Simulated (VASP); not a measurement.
Here is the system:

```yaml
crystal:
  lattice:
    - [0.00000, 2.72381, 2.72381]
    - [2.72381, 0.00000, 2.72381]
    - [2.72381, 2.72381, 0.00000]
  atoms:
    - { symbol: Mg, position: [0.00000, 0.00000, 0.00000] }
    - { symbol: Se, position: [0.50000, 0.50000, 0.50000] }
```

Calculation: PBEsol GGA, VASP's PBE PAW potentials (set 64) (plane waves; VASP). Run with 400 eV cut-off, 8×8×8 Γ-centred mesh, Gaussian smearing of 0.050 eV, potentials Mg Se.

Q: Predict the energy per atom (σ→0), band gap (on the k-mesh) with the smallest direct gap where there is one.

A: 
```json
{
  "band gap (on the k-mesh)": "1.77 eV",
  "smallest direct gap (on the k-mesh)": "2.51 eV",
  "energy per atom (σ→0)": "-4.053 eV/atom"
}
```

Only differences to runs with the same potentials and settings are physical.

The structure was generated: MgSe was put into the rock salt type (Fm-3m), which need not be its known phase. It was relaxed first, which changed the volume by -10 %. The start is the result of an earlier pass.
